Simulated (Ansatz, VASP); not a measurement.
## Sr2NiWO6 in two plane-wave programs

Wanted: the spread between two codes on one cell, functional and k mesh.

Method: plane waves, with VASP 6.6.1 beside it; single point at PBEsol, DFT+U, in Ansatz 0.2.0.

### Step 1. The starting structure

Symmetry: I4/m, No. 87, tetragonal system. Conventional cell: a = 5.557 Å, b = 5.557 Å, c = 7.913 Å, α = 90.00°, β = 90.00°, γ = 90.00°. Nearest to Sr lie 12 O at 2.62 to 2.97 Å. Nearest to Ni lie 6 O at 2.02 to 2.04 Å. W has 6 O at 1.92 to 1.94 Å nearest. Nearest to O lie 1 W at 1.92 Å and 1 Ni at 2.04 Å and 4 Sr at 2.62 to 2.97 Å. Nearest to O lie 1 W at 1.94 Å and 1 Ni at 2.02 Å and 4 Sr at 2.78 Å. Farther neighbours and most contacts between anions are not listed.

### Step 2. VASP: single point, PBEsol, DFT+U

With cell and atoms fixed, the geometry can't cause a difference; cores, projectors, grids and the points listed under the comparison can.

Lines of VASP's logs that name or quote its potential files are left out, and so is its time.

Contents of INCAR:

```
SYSTEM = Sr2NiWO6
PREC = Normal
ENCUT = 480
EDIFF = 1E-06
NELM = 150
ISMEAR = -1
SIGMA = 0.1
LREAL = Auto
ALGO = Normal
GGA = PS
NBANDS = 102
ISPIN = 2
MAGMOM = 0 0 0 0 2 -2 0 0 0 0 0 0 0 0 0 0 0 0 0 0
LDAU = .TRUE.
LDAUTYPE = 2
LDAUL = -1 2 -1 -1
LDAUU = 0 6 0 0
LDAUJ = 0 0 0 0
LDAUPRINT = 1
LASPH = .TRUE.
LMAXMIX = 4
LORBIT = 11
LWAVE = .FALSE.
LCHARG = .TRUE.
KPAR = 4
AMIX = 0.2
BMIX = 1E-04
AMIX_MAG = 0.8
BMIX_MAG = 1E-04
```

Contents of POSCAR:

```
Sr2NiWO6
1.0
   -2.7785500000      2.7785500000      3.9565500000
    2.7785500000     -2.7785500000      3.9565500000
    5.5571000000      5.5571000000     -7.9131000000
Sr Ni W O
4 2 2 12
Direct
    0.7500000000      0.2500000000      0.2500000000
    0.7500000000      0.2500000000      0.7500000000
    0.2500000000      0.7500000000      0.2500000000
    0.2500000000      0.7500000000      0.7500000000
    0.0000000000      0.0000000000      0.0000000000
    0.0000000000      0.0000000000      0.5000000000
    0.5000000000      0.5000000000      0.0000000000
    0.5000000000      0.5000000000      0.5000000000
    0.2270000000      0.2890000000      0.2580000000
    0.2270000000      0.2890000000      0.7580000000
    0.2890000000      0.7730000000      0.0310000000
    0.2890000000      0.7730000000      0.5310000000
    0.7730000000      0.7110000000      0.2420000000
    0.7730000000      0.7110000000      0.7420000000
    0.7110000000      0.2270000000      0.4690000000
    0.7110000000      0.2270000000      0.9690000000
    0.2550000000      0.2550000000      0.0000000000
    0.2550000000      0.2550000000      0.5000000000
    0.7450000000      0.7450000000      0.0000000000
    0.7450000000      0.7450000000      0.5000000000
```

Contents of KPOINTS:

```
Automatic mesh
0
Gamma
6 6 3
0 0 0
```

The projector-augmented-wave data sets are Sr_sv, Ni, W and O (PBE family, release 64).

Started as:

```console
mpirun -np 4 vasp_std
```

Numbers of over 12 decimals in the logs are rounded to 6 here.

The program printed:

```text
[banner, memory and clock lines left out]
running    4 mpi-ranks, on    1 nodes
 distrk:  each k-point on    1 cores,    4 groups
 distr:  one band on    1 cores,    1 groups

 POSCAR found type information on POSCAR SrNiW O
 POSCAR found :  4 types and      20 ions
|                                                                             |
|               ----> ADVICE to this user running VASP <----                  |
|                                                                             |
|     You enforced a specific xc type in the INCAR file but a different       |
|     [... a line on the potential file left out ...]
|     I HOPE YOU KNOW WHAT YOU ARE DOING!                                     |
|                                                                             |

 LDA part: xc-table for (Slater+PW92), standard interpolation
 POSCAR, INCAR and KPOINTS ok, starting setup
 FFT: planning ... GRIDC
 FFT: planning ... GRID_SOFT
 FFT: planning ... GRID
 WAVECAR not read
 entering main loop
       N       E                     dE             d eps       ncg     rms          rms(c)
DAV:   1     0.137831742923E+04    0.13783E+04   -0.64349E+04 13872   0.138E+03
DAV:   2     0.203477827764E+02   -0.13580E+04   -0.12371E+04 14704   0.397E+02
DAV:   3    -0.166891304083E+03   -0.18724E+03   -0.17900E+03 16186   0.152E+02
DAV:   4    -0.176824267780E+03   -0.99330E+01   -0.97999E+01 18480   0.362E+01
DAV:   5    -0.177450259529E+03   -0.62599E+00   -0.62474E+00 24440   0.737E+00    0.883E+01
DAV:   6    -0.155774845965E+03    0.21675E+02   -0.44741E+01 20016   0.353E+01    0.619E+01
DAV:   7    -0.154639551315E+03    0.11353E+01   -0.32075E+01 20552   0.292E+01    0.328E+01
DAV:   8    -0.154230895326E+03    0.40866E+00   -0.10220E+01 20046   0.171E+01    0.260E+01
DAV:   9    -0.154060946383E+03    0.16995E+00   -0.11680E+00 19920   0.688E+00    0.407E+00
DAV:  10    -0.154073535794E+03   -0.12589E-01   -0.33970E-01 20264   0.309E+00    0.181E+00
DAV:  11    -0.154058892580E+03    0.14643E-01   -0.46555E-02 17032   0.968E-01    0.171E+00
DAV:  12    -0.154058978296E+03   -0.85715E-04   -0.45377E-03 19640   0.304E-01    0.146E+00
DAV:  13    -0.154054391573E+03    0.45867E-02   -0.18814E-02 20304   0.790E-01    0.815E-01
DAV:  14    -0.154055604149E+03   -0.12126E-02   -0.60118E-03 19216   0.286E-01    0.303E-01
[...]
DAV:  19    -0.154056024494E+03   -0.13964E-04   -0.58250E-06 17512   0.236E-02    0.131E-02
DAV:  20    -0.154056036188E+03   -0.11693E-04   -0.31158E-06 15056   0.200E-02    0.109E-02
DAV:  21    -0.154056058087E+03   -0.21899E-04   -0.10061E-05 19336   0.394E-02    0.103E-02
DAV:  22    -0.154056069983E+03   -0.11896E-04   -0.10012E-05 18568   0.251E-02    0.937E-03
DAV:  23    -0.154056082334E+03   -0.12351E-04   -0.84760E-06 17632   0.381E-02    0.778E-03
DAV:  24    -0.154056088660E+03   -0.63259E-05   -0.10650E-05 18568   0.320E-02    0.461E-03
DAV:  25    -0.154056090428E+03   -0.17677E-05   -0.52483E-06 15984   0.198E-02    0.199E-03
DAV:  26    -0.154056090815E+03   -0.38783E-06   -0.17434E-06 11992   0.630E-03
   1 F= -.15405609E+03 E0= -.15405609E+03  d E =-.135364E-05  mag=     0.0000
```

OUTCAR, selected parts (step 2):

```text
ion  position               nearest neighbor table
   1  0.750  0.250  0.250-   9 2.62  11 2.62  13 2.62  15 2.62  18 2.78  17 2.78  20 2.78  19 2.78
                            16 2.97  13 2.97  12 2.97   9 2.97   7 3.41   8 3.41   8 3.41   7 3.41
   2  0.750  0.250  0.750-  10 2.62  12 2.62  14 2.62  16 2.62  17 2.78  18 2.78  19 2.78  20 2.78
                            15 2.97  14 2.97  11 2.97  10 2.97   7 3.41   8 3.41   7 3.41   8 3.41
   3  0.250  0.750  0.250-  13 2.62  15 2.62   9 2.62  11 2.62  18 2.78  17 2.78  20 2.78  19 2.78
                            12 2.97   9 2.97  16 2.97  13 2.97   6 3.41   7 3.41   8 3.41   6 3.41
   4  0.250  0.750  0.750-  14 2.62  16 2.62  10 2.62  12 2.62  17 2.78  18 2.78  19 2.78  20 2.78
                            11 2.97  10 2.97  15 2.97  14 2.97   6 3.41   7 3.41   8 3.41   5 3.41
   5  0.000  0.000  0.000-  17 2.02  19 2.02  11 2.04  16 2.04  14 2.04   9 2.04   1 3.41   3 3.41
                             1 3.41   2 3.41   3 3.41   4 3.41   2 3.41   4 3.41
   6  0.000  0.000  0.500-  18 2.02  20 2.02  12 2.04  15 2.04  13 2.04  10 2.04   2 3.41   4 3.41
                             1 3.41   2 3.41   3 3.41   4 3.41   1 3.41   3 3.41
   7  0.500  0.500  0.000-  10 1.92  13 1.92  11 1.92  16 1.92  17 1.94  19 1.94   3 3.41   1 3.41
                             1 3.41   2 3.41   3 3.41   4 3.41   4 3.41   2 3.41
   8  0.500  0.500  0.500-   9 1.92  14 1.92  12 1.92  15 1.92  18 1.94  20 1.94   4 3.41   2 3.41
                             1 3.41   2 3.41   3 3.41   4 3.41   3 3.41   1 3.41
   9  0.227  0.289  0.258-   8 1.92   5 2.04   1 2.62   3 2.62   3 2.97   1 2.97
  10  0.227  0.289  0.758-   7 1.92   6 2.04   2 2.62   4 2.62   4 2.97   2 2.97
  11  0.289  0.773  0.031-   7 1.92   5 2.04   1 2.62   3 2.62   4 2.97   2 2.97
  12  0.289  0.773  0.531-   8 1.92   6 2.04   2 2.62   4 2.62   3 2.97   1 2.97
  13  0.773  0.711  0.242-   7 1.92   6 2.04   3 2.62   1 2.62   1 2.97   3 2.97
  14  0.773  0.711  0.742-   8 1.92   5 2.04   4 2.62   2 2.62   2 2.97   4 2.97
  15  0.711  0.227  0.469-   8 1.92   6 2.04   3 2.62   1 2.62   2 2.97   4 2.97
  16  0.711  0.227  0.969-   7 1.92   5 2.04   4 2.62   2 2.62   1 2.97   3 2.97
  17  0.255  0.255  0.000-   7 1.94   5 2.02   1 2.78   3 2.78   4 2.78   2 2.78
  18  0.255  0.255  0.500-   8 1.94   6 2.02   2 2.78   4 2.78   3 2.78   1 2.78
  19  0.745  0.745  0.000-   7 1.94   5 2.02   2 2.78   4 2.78   3 2.78   1 2.78
  20  0.745  0.745  0.500-   8 1.94   6 2.02   1 2.78   3 2.78   4 2.78   2 2.78

  LATTYP: Found a base centered orthorhombic cell.
 ALAT       =     7.8589261875
 B/A-ratio  =     1.0068932843
 C/A-ratio  =     1.0000000000

 Subroutine GETGRP returns: Found  4 space group operations
 (whereof  4 operations were pure point group operations)

The static configuration has the point symmetry C_2h.

 Found     34 irreducible k-points:

   k-points           NKPTS =     34   k-points in BZ     NKDIM =     34   number of bands    NBANDS=    102

   dimension x,y,z NGX =    30 NGY =   30 NGZ =   60
   dimension x,y,z NGXF=    60 NGYF=   60 NGZF=  120

   ENCUT  =  480.0 eV  35.28 Ry    5.94 a.u.   9.96  9.96 19.92*2*pi/ulx,y,z

   NELECT =     144.0000    total number of electrons

 k-points in reciprocal lattice and weights: Automatic mesh
   0.00000000  0.00000000  0.00000000       0.009
   0.16666667  0.00000000  0.00000000       0.037
  -0.16666667  0.00000000  0.33333333       0.037
   0.33333333  0.00000000 -0.00000000       0.037
  -0.33333333  0.00000000 -0.33333333       0.037
   0.50000000  0.00000000  0.00000000       0.019
   0.16666667  0.16666667 -0.00000000       0.037
   0.33333333  0.16666667 -0.00000000       0.037
   0.50000000  0.16666667  0.00000000       0.037
[...]
-0.33333333  0.50000000  0.33333333       0.037
[...]
k-point     2 :       0.1667    0.0000    0.0000
  band No.  band energies     occupation
    ...
     68       2.7380      1.00000
     69       2.8133      1.00000
     70       2.8986      1.00000
     71       2.9239      1.00000
     72       2.9680      1.00000
     73       6.1752      0.00000
     74       6.2922      0.00000
     75       6.3277      0.00000
     76       6.3892      0.00000
     77       6.8530      0.00000
    ...

 k-point     3 :      -0.1667    0.0000    0.3333
  band No.  band energies     occupation
    ...
     68       2.7420      1.00000
     69       2.8140      1.00000
     70       2.8992      1.00000
     71       2.9258      1.00000
     72       2.9685      1.00000
     73       6.1800      0.00000
     74       6.2956      0.00000
     75       6.3247      0.00000
     76       6.3880      0.00000
     77       6.8357      0.00000
    ...

 k-point     4 :       0.3333    0.0000   -0.0000
  band No.  band energies     occupation
    ...
     68       2.6447      1.00000
     69       2.6917      1.00000
     70       2.7523      1.00000
     71       3.0172      1.00000
     72       3.0563      1.00000
     73       6.3096      0.00000
     74       6.3223      0.00000
     75       6.4055      0.00000
     76       6.5375      0.00000
     77       6.6092      0.00000
    ...

 k-point     5 :      -0.3333    0.0000   -0.3333
  band No.  band energies     occupation
    ...
     68       2.6428      1.00000
     69       2.7146      1.00000
     70       2.7516      1.00000
     71       3.0096      1.00000
     72       3.0662      1.00000
     73       6.3172      0.00000
     74       6.3542      0.00000
     75       6.4046      0.00000
     76       6.5278      0.00000
     77       6.5392      0.00000
    ...

 k-point     6 :       0.5000    0.0000    0.0000
  band No.  band energies     occupation
    ...
     68       2.4830      1.00000
     69       2.6133      1.00000
     70       2.6189      1.00000
     71       3.2050      1.00000
     72       3.2644      1.00000
     73       6.3242      0.00000
     74       6.3248      0.00000
     75       6.4284      0.00000
     76       6.4312      0.00000
     77       6.5895      0.00000
    ...

 spin component 2
 k-point     1 :       0.0000    0.0000    0.0000
  band No.  band energies     occupation
    ...
     68       2.6243      1.00000
     69       2.8084      1.00000
     70       3.0024      1.00000
     71       3.0571      1.00000
     72       3.0648      1.00000
     73       6.0881      0.00000
     74       6.2584      0.00000
     75       6.2632      0.00000
     76       6.2949      0.00000
     77       6.8415      0.00000
    ...

  Total       -2.9416403     -2.9372018     -4.4916739     -0.0107159      0.0000000      0.0000000
  in kB      -19.2866619    -19.2575615    -29.4493504     -0.0702583      0.0000000      0.0000000
  external PRESSURE =     -22.6645246 kB  Pullay stress =       0.0000000 kB

  energy-cutoff  :      480.00
  volume of cell :      244.37
      direct lattice vectors                 reciprocal lattice vectors
    -2.778550000  2.778550000  3.956550000     0.000000000  0.179949974  0.126372724
     2.778550000 -2.778550000  3.956550000     0.179949974  0.000000000  0.126372724
     5.557100000  5.557100000 -7.913100000     0.089974987  0.089974987  0.000000000

 POSITION                                       TOTAL-FORCE (eV/Angst)
 -----------------------------------------------------------------------------------
     -0.00000      2.77855      1.97828        -0.000000      0.000000      0.000221
      2.77855      5.55710     -1.97828        -0.000000      0.000000      0.000221
      2.77855     -0.00000      1.97828        -0.000000      0.000000     -0.000221
      5.55710      2.77855     -1.97828        -0.000000      0.000000     -0.000221
      0.00000      0.00000      0.00000        -0.000000      0.000000      0.000000
      2.77855      2.77855     -3.95655        -0.000000      0.000000      0.000000
      0.00000      0.00000      3.95655        -0.000000      0.000000      0.000000
      2.77855      2.77855      0.00000        -0.000000      0.000000      0.000000
      1.60600      1.26146     -0.00000        -0.126864     -0.201762      0.000000
      4.38455      4.04001     -3.95655        -0.126864     -0.201762      0.000000
      1.51709     -1.17255      3.95655         0.200433     -0.125297     -0.000000
      4.29564      1.60600      0.00000         0.200433     -0.125297     -0.000000
      1.17255      1.51709      3.95655         0.126864      0.201762     -0.000000
      3.95110      4.29564      0.00000         0.126864      0.201762     -0.000000
      1.26146      3.95110     -0.00000        -0.200433      0.125297      0.000000
      4.04001      6.72965     -3.95655        -0.200433      0.125297      0.000000
      0.00000      0.00000      2.01784        -0.000000      0.000000      0.236996
      2.77855      2.77855     -1.93871        -0.000000      0.000000      0.236996
      0.00000      0.00000      5.89526        -0.000000     -0.000000     -0.236996
      2.77855      2.77855      1.93871        -0.000000     -0.000000     -0.236996
 -----------------------------------------------------------------------------------
    total drift:                                0.000000      0.000000     -0.000000

  FREE ENERGIE OF THE ION-ELECTRON SYSTEM (eV)
  ---------------------------------------------------
  free  energy   TOTEN  =      -154.0560908154 eV

  energy  without entropy=     -154.0560894618  energy(sigma->0) =     -154.05609014

 total charge
# of ion       s       p       d       tot
------------------------------------------
    1        1.996   5.757   0.204   7.957
    2        1.996   5.757   0.204   7.957
    3        1.996   5.757   0.204   7.957
    4        1.996   5.757   0.204   7.957
    5        0.348   0.473   8.241   9.061
    6        0.348   0.473   8.241   9.061
    7        0.722   1.156   4.152   6.030
    8        0.722   1.156   4.152   6.030
    9        1.561   3.471   0.000   5.032
   10        1.561   3.471   0.000   5.032
   11        1.561   3.471   0.000   5.032
   12        1.561   3.471   0.000   5.032
   13        1.561   3.471   0.000   5.032
   14        1.561   3.471   0.000   5.032
   15        1.561   3.471   0.000   5.032
   16        1.561   3.471   0.000   5.032
   17        1.559   3.465   0.000   5.024
   18        1.559   3.465   0.000   5.024
   19        1.559   3.465   0.000   5.024
   20        1.559   3.465   0.000   5.024
--------------------------------------------------
tot         28.849  67.917  25.599 122.365

 magnetization (x)
# of ion       s       p       d       tot
------------------------------------------
    1        0.000   0.000   0.000   0.000
    2        0.000   0.000   0.000   0.000
    3        0.000   0.000   0.000   0.000
    4        0.000   0.000   0.000   0.000
    5        0.006   0.006   1.789   1.800
    6       -0.006  -0.006  -1.789  -1.800
    7        0.003   0.006   0.009   0.018
    8       -0.003  -0.006  -0.009  -0.018
    9        0.004   0.027   0.000   0.031
   10       -0.004  -0.027   0.000  -0.031
   11        0.004   0.025   0.000   0.029
   12       -0.004  -0.025   0.000  -0.029
   13       -0.004  -0.027   0.000  -0.031
   14        0.004   0.027   0.000   0.031
   15       -0.004  -0.025   0.000  -0.029
   16        0.004   0.025   0.000   0.029
   17        0.005   0.027   0.000   0.031
   18       -0.005  -0.027   0.000  -0.031
   19        0.005   0.027   0.000   0.031
   20       -0.005  -0.027   0.000  -0.031
--------------------------------------------------
tot          0.000   0.000   0.000   0.000
```

The data set W keeps the semicore shell frozen, which is cheaper and a little less accurate.

(Continued in part 2 of 2.)

[Lines on the potential files, build, host, timing and source positions are cut from VASP's logs without a mark.]

[Logs are printed without paths, hosts, clocks, repeated set-up lines and the standing remarks that a program may print on its own settings, such as how far it seeks lower states.]

[Hosts, paths, dates, database ids (printed as entryN), source tags and the programs' standing remarks are cut or masked in the printed files.]
